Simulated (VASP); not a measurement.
# Converging a slab model of Zr(0001), part 3 of 5

Wanted: the error that each setting leaves in the work function or ionisation potential of Zr(0001).

VASP 6.6.1, plane waves and PAW; the level of theory is named at each step.

So far, highest filled level below the vacuum (eV): step 2 (the base run) 4.21; step 3 (another mesh, mesh points along a 3, k-mesh 3×3×1) 4.42.

## 7. Another vacuum, vacuum width 5

Level of this step: PBE; plane waves and PAW (Zr_sv) (VASP).

Too little vacuum lets the faces of neighbouring images overlap, and too much only costs plane waves.

INCAR

```
SYSTEM = Zr
PREC = Normal
ENCUT = 350
EDIFF = 1E-06
NELM = 120
ISMEAR = 1
SIGMA = 0.1
LREAL = .FALSE.
ALGO = Normal
GGA = PE
NBANDS = 52
LORBIT = 11
LWAVE = .FALSE.
LCHARG = .FALSE.
KPAR = 4
IDIPOL = 3
LDIPOL = .TRUE.
DIPOL = 0.5 0.5 0.5
LVHAR = .TRUE.
LVACPOTAV = .TRUE.
```

POSCAR

```
Zr
1.0
    3.2300000000      0.0000000000      0.0000000000
    1.6150000000      2.7972620542      0.0000000000
    0.0000000000      0.0000000000     20.4361700000
Zr
7
Direct
    0.0000000000      0.0000000000      0.1223321200
    0.6666666667      0.6666666667      0.2482214133
    0.0000000000      0.0000000000      0.3741107067
    0.6666666667      0.6666666667      0.5000000000
    0.0000000000      0.0000000000      0.6258892933
    0.6666666667      0.6666666667      0.7517785867
    0.0000000000      0.0000000000      0.8776678800
```

KPOINTS

```
Automatic mesh
0
Gamma
9 9 1
0 0 0
```

The projector-augmented-wave data sets are Zr_sv (PBE family, release 64).

Command:

```sh
$ mpirun -np 4 vasp_std
```

The log of the run:

```text
[... set-up lines as in an earlier step ...]
 entering main loop
       N       E                     dE             d eps       ncg     rms          rms(c)
DAV:   1     0.697879253129E+03    0.69788E+03   -0.37470E+04  1352   0.120E+03
DAV:   2     0.120058538991E+02   -0.68587E+03   -0.67021E+03  1376   0.403E+02
DAV:   3    -0.536679963939E+02   -0.65674E+02   -0.64053E+02  2048   0.803E+01
DAV:   4    -0.615535956309E+02   -0.78856E+01   -0.78197E+01  1944   0.281E+01
DAV:   5    -0.622228188500E+02   -0.66922E+00   -0.66826E+00  1864   0.616E+00    0.265E+01
DAV:   6    -0.107857666997E+03   -0.45635E+02   -0.28986E+02  1980   0.474E+01    0.271E+01
DAV:   7    -0.609475693729E+02    0.46910E+02   -0.41501E+02  1892   0.278E+01    0.136E+01
DAV:   8    -0.598202731539E+02    0.11273E+01   -0.86561E+01  1700   0.214E+01    0.892E+00
DAV:   9    -0.580769198604E+02    0.17434E+01   -0.16292E+01  1752   0.930E+00    0.464E+00
DAV:  10    -0.581702306857E+02   -0.93311E-01   -0.13847E+00  1776   0.252E+00    0.427E+00
DAV:  11    -0.581705898552E+02   -0.35917E-03   -0.48259E-02  1952   0.554E-01    0.420E+00
DAV:  12    -0.581532026820E+02    0.17387E-01   -0.32474E-02  1616   0.690E-01    0.377E+00
DAV:  13    -0.580544932188E+02    0.98709E-01   -0.44707E-01  1376   0.355E+00    0.252E+00
DAV:  14    -0.580350726674E+02    0.19421E-01   -0.38629E-02  1912   0.941E-01    0.207E+00
DAV:  15    -0.580240274792E+02    0.11045E-01   -0.10134E-02  2036   0.487E-01    0.167E+00
DAV:  16    -0.580090112027E+02    0.15016E-01   -0.22426E-01  1780   0.228E+00    0.627E-01
DAV:  17    -0.580049269864E+02    0.40842E-02   -0.37694E-02  1616   0.781E-01    0.136E-01
DAV:  18    -0.580050201870E+02   -0.93201E-04   -0.21278E-03  1736   0.204E-01    0.141E-01
DAV:  19    -0.580050819566E+02   -0.61770E-04   -0.44143E-04  1812   0.786E-02    0.130E-01
DAV:  20    -0.580049695284E+02    0.11243E-03   -0.12535E-03  1736   0.165E-01    0.346E-02
DAV:  21    -0.580049765644E+02   -0.70360E-05   -0.85882E-05  1712   0.350E-02    0.324E-02
DAV:  22    -0.580049667202E+02    0.98442E-05   -0.45787E-05  1612   0.327E-02    0.111E-02
DAV:  23    -0.580049661978E+02    0.52244E-06   -0.49679E-06  1164   0.952E-03
 -----------------------------------------------------------------------------
|                                                                             |
|           W    W    AA    RRRRR   N    N  II  N    N   GGGG   !!!           |
|           W    W   A  A   R    R  NN   N  II  NN   N  G    G  !!!           |
|           W    W  A    A  R    R  N N  N  II  N N  N  G       !!!           |
|           W WW W  AAAAAA  RRRRR   N  N N  II  N  N N  G  GGG   !            |
|           WW  WW  A    A  R   R   N   NN  II  N   NN  G    G                |
|           W    W  A    A  R    R  N    N  II  N    N   GGGG   !!!           |
|                                                                             |
|     The minimum charge density times volume of the cell along the axis      |
|     of the dipole correction is larger 1E-1, which could mean that your     |
|     workfunction is not accurate as there is no field free region in        |
|     your cell. Please consider either increasing the size of your cell      |
|     along the dipole correction (vacuum dimension) or perhaps               |
|     increasing the precision of your calculation.                           |
|                                                                             |
 -----------------------------------------------------------------------------

 [... a notice as in an earlier step ...]

   1 F= -.58004966E+02 E0= -.58007804E+02  d E =0.851488E-02
 -----------------------------------------------------------------------------
|                                                                             |
|           W    W    AA    RRRRR   N    N  II  N    N   GGGG   !!!           |
|           W    W   A  A   R    R  NN   N  II  NN   N  G    G  !!!           |
|           W    W  A    A  R    R  N N  N  II  N N  N  G       !!!           |
|           W WW W  AAAAAA  RRRRR   N  N N  II  N  N N  G  GGG   !            |
|           WW  WW  A    A  R   R   N   NN  II  N   NN  G    G                |
|           W    W  A    A  R    R  N    N  II  N    N   GGGG   !!!           |
|                                                                             |
|     The minimum charge density times volume of the cell along the axis      |
|     of the dipole correction is larger 1E-1, which could mean that your     |
|     workfunction is not accurate as there is no field free region in        |
|     your cell. Please consider either increasing the size of your cell      |
|     along the dipole correction (vacuum dimension) or perhaps               |
|     increasing the precision of your calculation.                           |
|                                                                             |
 -----------------------------------------------------------------------------

 [... a notice as in an earlier step ...]
```

The job ended after 12 s (4 MPI ranks of AMD EPYC 9R45, shared host; peak memory 0.66 GiB).

OUTCAR, selected parts (step 7):

```text
   ENCUT  =  350.0 eV  25.72 Ry    5.07 a.u.   4.93  4.93 31.17*2*pi/ulx,y,z

   NELECT =      84.0000    total number of electrons

 E-fermi :   7.5548

 k-point     1 :       0.0000    0.0000    0.0000
  band No.  band energies     occupation
    ...
     32       3.6859      2.00000
     33       4.0936      2.00000
     34       4.4634      2.00000
     35       4.5154      2.00000
     36       6.7490      2.00000
     37       7.6575     -0.05533
     38       7.7812     -0.00624
     39       8.0961     -0.00000
     40       8.1887     -0.00000
     41       8.2621     -0.00000
    ...

  Total       -2.3542761     -2.3542761     -3.9992509      0.0000000      0.0000000     -0.0000000
  in kB      -20.4283270    -20.4283270    -34.7019633      0.0000000      0.0000000     -0.0000000
  external PRESSURE =     -25.1862058 kB  Pullay stress =       0.0000000 kB

 POSITION                                       TOTAL-FORCE (eV/Angst)
 -----------------------------------------------------------------------------------
      0.00000      0.00000      2.50000        -0.000000     -0.000000      0.032846
      3.23000      1.86484      5.07269         0.000000     -0.000000     -0.482700
      0.00000      0.00000      7.64539         0.000000      0.000000      0.060071
      3.23000      1.86484     10.21809         0.000000      0.000000      0.000000
      0.00000      0.00000     12.79078         0.000000      0.000000     -0.060071
      3.23000      1.86484     15.36348        -0.000000     -0.000000      0.482700
      0.00000      0.00000     17.93617        -0.000000     -0.000000     -0.032846
 -----------------------------------------------------------------------------------
    total drift:                               -0.000001     -0.000001     -0.000000

  FREE ENERGIE OF THE ION-ELECTRON SYSTEM (eV)
  ---------------------------------------------------
  free  energy   TOTEN  =       -58.0049661978 eV

  energy  without entropy=      -58.0134810764  energy(sigma->0) =      -58.00780449

[... 3 parts as in an earlier step ...]

[... 14 further parts left out ...]
```

This step gave:

| Quantity | Value |
| --- | --- |
| electronic cycles | 23 |
| free energy (TOTEN) | -58.0050 eV |
| energy at zero smearing | -58.0078 eV |
| Fermi energy | 7.555 eV |

Force by atom:

```csv
atom,x (eV/Å),y (eV/Å),z (eV/Å),size
Zr1,0.000,0.000,0.033,0.033
Zr2,0.000,0.000,-0.483,0.483
Zr3,0.000,0.000,0.060,0.060
Zr4,0.000,0.000,0.000,0.000
Zr5,0.000,0.000,-0.060,0.060
Zr6,0.000,0.000,0.483,0.483
Zr7,0.000,0.000,-0.033,0.033
```

The program found no flat vacuum in this gap and printed no vacuum level, so no level below the vacuum can be given.

## 8. Another vacuum, vacuum width 8

INCAR is that of step 7.

POSCAR

```
Zr
1.0
    3.2300000000      0.0000000000      0.0000000000
    1.6150000000      2.7972620542      0.0000000000
    0.0000000000      0.0000000000     23.4361700000
Zr
7
Direct
    0.0000000000      0.0000000000      0.1706763520
    0.6666666667      0.6666666667      0.2804509013
    0.0000000000      0.0000000000      0.3902254507
    0.6666666667      0.6666666667      0.5000000000
    0.0000000000      0.0000000000      0.6097745493
    0.6666666667      0.6666666667      0.7195490987
    0.0000000000      0.0000000000      0.8293236480
```

KPOINTS is that of step 7.

Command:

```sh
$ mpirun -np 4 vasp_std
```

The log of the run:

```text
[... set-up lines as in an earlier step ...]
 entering main loop
       N       E                     dE             d eps       ncg     rms          rms(c)
DAV:   1     0.718255277302E+03    0.71826E+03   -0.37834E+04  1408   0.119E+03
DAV:   2     0.141273806266E+02   -0.70413E+03   -0.68866E+03  1392   0.402E+02
DAV:   3    -0.520811292535E+02   -0.66209E+02   -0.64531E+02  2072   0.797E+01
DAV:   4    -0.613583977865E+02   -0.92773E+01   -0.91843E+01  2024   0.298E+01
[...]
DAV:  21    -0.577148730968E+02    0.10373E-04   -0.51427E-04  1692   0.102E-01    0.440E-02
DAV:  22    -0.577148734198E+02   -0.32295E-06   -0.60712E-05  1544   0.417E-02    0.150E-02
DAV:  23    -0.577148739121E+02   -0.49228E-06   -0.97824E-06  1344   0.128E-02
 [... a notice as in an earlier step ...]

 [... a notice as in an earlier step ...]

   1 F= -.57714874E+02 E0= -.57711786E+02  d E =-.926519E-02
 [... a notice as in an earlier step ...]

 [... a notice as in an earlier step ...]
```

Wall time 13 s (4 MPI ranks); peak memory 0.69 GiB.

From OUTCAR (step 8):

```text
  Total       -2.8281967     -2.8281967     -2.1933153      0.0000000     -0.0000000      0.0000000
  in kB      -21.3992165    -21.3992165    -16.5954612      0.0000000     -0.0000000      0.0000000
  external PRESSURE =     -19.7979647 kB  Pullay stress =       0.0000000 kB

 POSITION                                       TOTAL-FORCE (eV/Angst)
 -----------------------------------------------------------------------------------
      0.00000      0.00000      4.00000        -0.000000     -0.000000      0.468789
      3.23000      1.86484      6.57269         0.000000     -0.000000     -0.598699
      0.00000      0.00000      9.14539        -0.000000      0.000000      0.057541
      3.23000      1.86484     11.71809        -0.000000      0.000000     -0.000000
      0.00000      0.00000     14.29078        -0.000000      0.000000     -0.057541
      3.23000      1.86484     16.86348         0.000000     -0.000000      0.598699
      0.00000      0.00000     19.43617        -0.000000     -0.000000     -0.468789
 -----------------------------------------------------------------------------------
    total drift:                               -0.000000     -0.000000     -0.000000

  FREE ENERGIE OF THE ION-ELECTRON SYSTEM (eV)
  ---------------------------------------------------
  free  energy   TOTEN  =       -57.7148739121 eV

  energy  without entropy=      -57.7056087228  energy(sigma->0) =      -57.71178552

[... 1 part as in an earlier step ...]

[... 2 further parts left out ...]
[key lines of the parts left out:]
E-fermi :   6.1082
```

The program found no flat vacuum in this gap and printed no vacuum level, so no level below the vacuum can be given.

## 9. Another vacuum, vacuum width 24

INCAR is that of step 8.

POSCAR

```
Zr
1.0
    3.2300000000      0.0000000000      0.0000000000
    1.6150000000      2.7972620542      0.0000000000
    0.0000000000      0.0000000000     39.4361700000
Zr
7
Direct
    0.0000000000      0.0000000000      0.3042891843
    0.6666666667      0.6666666667      0.3695261228
    0.0000000000      0.0000000000      0.4347630614
    0.6666666667      0.6666666667      0.5000000000
    0.0000000000      0.0000000000      0.5652369386
    0.6666666667      0.6666666667      0.6304738772
    0.0000000000      0.0000000000      0.6957108157
```

KPOINTS is that of step 8.

Command:

```sh
$ mpirun -np 4 vasp_std
```

The log of the run:

```text
[... set-up lines as in an earlier step ...]
 entering main loop
       N       E                     dE             d eps       ncg     rms          rms(c)
DAV:   1     0.657515736867E+03    0.65752E+03   -0.38747E+04  1632   0.110E+03
DAV:   2     0.131540477144E+02   -0.64436E+03   -0.62939E+03  1432   0.370E+02
DAV:   3    -0.513802504265E+02   -0.64534E+02   -0.63243E+02  2016   0.718E+01
DAV:   4    -0.611935606135E+02   -0.98133E+01   -0.97477E+01  2120   0.295E+01
[...]
DAV:  31    -0.577241758345E+02   -0.15754E-05   -0.13225E-07   764   0.224E-03    0.421E-04
DAV:  32    -0.577241772609E+02   -0.14264E-05   -0.90865E-08   772   0.154E-03    0.373E-04
DAV:  33    -0.577241775654E+02   -0.30450E-06   -0.24181E-08   752   0.678E-04
 [... a notice as in an earlier step ...]

   1 F= -.57724178E+02 E0= -.57721428E+02  d E =-.824864E-02
```

Wall time 30 s (4 MPI ranks); peak memory 0.96 GiB.

From OUTCAR (step 9):

```text
  Total       -2.8452244     -2.8452244     -2.1834942      0.0000000      0.0000000      0.0000000
  in kB      -12.7937159    -12.7937159     -9.8182076      0.0000000      0.0000000      0.0000000
  external PRESSURE =     -11.8018798 kB  Pullay stress =       0.0000000 kB

 POSITION                                       TOTAL-FORCE (eV/Angst)
 -----------------------------------------------------------------------------------
      0.00000      0.00000     12.00000         0.000000     -0.000000      0.460067
      3.23000      1.86484     14.57269         0.000000      0.000000     -0.587920
      0.00000      0.00000     17.14539        -0.000000     -0.000000      0.055233
      3.23000      1.86484     19.71808        -0.000000     -0.000000     -0.000000
      0.00000      0.00000     22.29078        -0.000000     -0.000000     -0.055233
      3.23000      1.86484     24.86348        -0.000000      0.000000      0.587920
      0.00000      0.00000     27.43617         0.000000      0.000000     -0.460067
 -----------------------------------------------------------------------------------
    total drift:                               -0.000001     -0.000000     -0.000000

  FREE ENERGIE OF THE ION-ELECTRON SYSTEM (eV)
  ---------------------------------------------------
  free  energy   TOTEN  =       -57.7241775654 eV

  energy  without entropy=      -57.7159289259  energy(sigma->0) =      -57.72142802

[... 1 part as in an earlier step ...]

[... 2 further parts left out ...]
[key lines of the parts left out:]
E-fermi :   1.9195
```

Against the base run its depth below the vacuum changes by +0.00 eV and the energy by -0.2 meV an atom.

## 10. Comparing the runs

Times are for 4 MPI ranks of AMD EPYC 9R45, shared host. The runs compared:

```csv
no.,vacuum width,electronic cycles,free energy (TOTEN) less the lowest (eV),eigenvalues first band,time,memory (GiB)
1,5,23,0,25,12 s,0.66
2,8,23,0.2901,26,13 s,0.69
3,24,33,0.2808,26,30 s,0.96
```

## 11. A lower cutoff, ENCUT 210

A lower cutoff is cheaper, and the test is whether a potential difference survives it better than the total energy.

Edit INCAR of step 9 so:

```diff
@@ -2,3 +2,3 @@
 PREC = Normal
-ENCUT = 350
+ENCUT = 210
 EDIFF = 1E-06
```

POSCAR

```
Zr
1.0
    3.2300000000      0.0000000000      0.0000000000
    1.6150000000      2.7972620542      0.0000000000
    0.0000000000      0.0000000000     33.4361700000
Zr
7
Direct
    0.0000000000      0.0000000000      0.2691695849
    0.6666666667      0.6666666667      0.3461130566
    0.0000000000      0.0000000000      0.4230565283
    0.6666666667      0.6666666667      0.5000000000
    0.0000000000      0.0000000000      0.5769434717
    0.6666666667      0.6666666667      0.6538869434
    0.0000000000      0.0000000000      0.7308304151
```

KPOINTS is that of step 9.

Command:

```sh
$ mpirun -np 4 vasp_std
```

The log of the run:

```text
[... set-up lines as in an earlier step ...]
 entering main loop
       N       E                     dE             d eps       ncg     rms          rms(c)
DAV:   1     0.443365073141E+03    0.44337E+03   -0.32921E+04  1784   0.817E+02
DAV:   2     0.582728200389E+01   -0.43754E+03   -0.42405E+03  1392   0.295E+02
DAV:   3    -0.537515414687E+02   -0.59579E+02   -0.58354E+02  2088   0.579E+01
DAV:   4    -0.612250216861E+02   -0.74735E+01   -0.74243E+01  1960   0.254E+01
[...]
DAV:  26    -0.575454464474E+02   -0.11726E-05   -0.13303E-06   928   0.388E-03    0.108E-02
DAV:  27    -0.575454359235E+02    0.10524E-04   -0.16123E-06   800   0.437E-03    0.101E-02
DAV:  28    -0.575454357618E+02    0.16172E-06   -0.35282E-07   780   0.218E-03
 [... a notice as in an earlier step ...]

   1 F= -.57545436E+02 E0= -.57542765E+02  d E =-.801205E-02
 [... a notice as in an earlier step ...]
```

It took 9.6 s on 4 MPI ranks; peak memory 0.56 GiB.

OUTCAR, selected parts (step 11):

```text
  Total      -10.9913763    -10.9913763     -9.9014067      0.0000000      0.0000000      0.0000000
  in kB      -58.2922013    -58.2922013    -52.5116035      0.0000000      0.0000000      0.0000000
  external PRESSURE =     -56.3653354 kB  Pullay stress =       0.0000000 kB

 POSITION                                       TOTAL-FORCE (eV/Angst)
 -----------------------------------------------------------------------------------
      0.00000      0.00000      9.00000         0.000000      0.000000      0.438229
      3.23000      1.86484     11.57269        -0.000000      0.000000     -0.567303
      0.00000      0.00000     14.14539        -0.000000     -0.000000      0.049060
      3.23000      1.86484     16.71808        -0.000000     -0.000000     -0.000000
      0.00000      0.00000     19.29078        -0.000000     -0.000000     -0.049060
      3.23000      1.86484     21.86348        -0.000000      0.000000      0.567303
      0.00000      0.00000     24.43617         0.000000      0.000000     -0.438229
 -----------------------------------------------------------------------------------
    total drift:                               -0.000003     -0.000002     -0.000000

  FREE ENERGIE OF THE ION-ELECTRON SYSTEM (eV)
  ---------------------------------------------------
  free  energy   TOTEN  =       -57.5454357618 eV

  energy  without entropy=      -57.5374237118  energy(sigma->0) =      -57.54276508

[... 1 part as in an earlier step ...]

[... 2 further parts left out ...]
[key lines of the parts left out:]
E-fermi :   3.0211
```

Numbers from this step:

```
electronic cycles                     : 28
free energy (TOTEN)                   : -57.5454 eV
energy at zero smearing               : -57.5428 eV
Fermi energy                          : 3.021 eV
highest filled level below the vacuum : 4.228 eV
```

Against the base run its depth below the vacuum changes by +0.02 eV and the energy by +25.3 meV an atom. The program printed no vacuum level, so the number is read from the planar average a third of the way across the gap.

(Part 3 of 5 ends here.)

[Lines on the potential files, build, host, timing and source positions are cut from VASP's logs without a mark.]

[Logs are printed without paths, hosts, clocks, repeated set-up lines and the standing remarks that a program may print on its own settings, such as how far it seeks lower states.]

[Hosts, paths, dates, database ids (printed as entryN), source tags and the programs' standing remarks are cut or masked in the printed files.]

[In band tables of VASP the shares of atoms and orbitals are scaled to a sum of 1 inside the atoms' spheres.]

[Runs that stopped without an error message from VASP are left out.]
